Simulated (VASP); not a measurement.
The system is TiSi2.

```
CELL_PARAMETERS angstrom
0.00000 4.09200 4.24964
2.38156 0.00000 4.24964
2.38156 4.09200 0.00000
ATOMIC_POSITIONS crystal
Ti 0.50000 0.50000 0.50000
Ti 0.75000 0.75000 0.75000
Si 0.83616 0.16384 0.83616
Si 0.16384 0.83616 0.16384
Si 0.08616 0.41384 0.08616
Si 0.41384 0.08616 0.41384
```

The cell is a database's computed one.

Program: VASP 6.6.1. Alike in all runs: task single point; potentials or basis VASP PAW PBE potentials, release 64 (Ti_sv, Si); no spin polarisation; cell as given; k mesh 10 × 10 × 10. Hardware: 1 thread of Intel(R) Xeon(R) 6975P-C (Granite Rapids), with other jobs on the host.

Order these runs on this cell by their wall time, lowest first.
A. level PBEsol; cutoff (eV) 900; smearing gaussian 0.1 eV
B. level PBEsol; cutoff (eV) 520; smearing gaussian 0.5 eV
C. level r2SCAN; cutoff (eV) 520; smearing gaussian 0.1 eV

B (140 s), A (400 s), C (800 s).
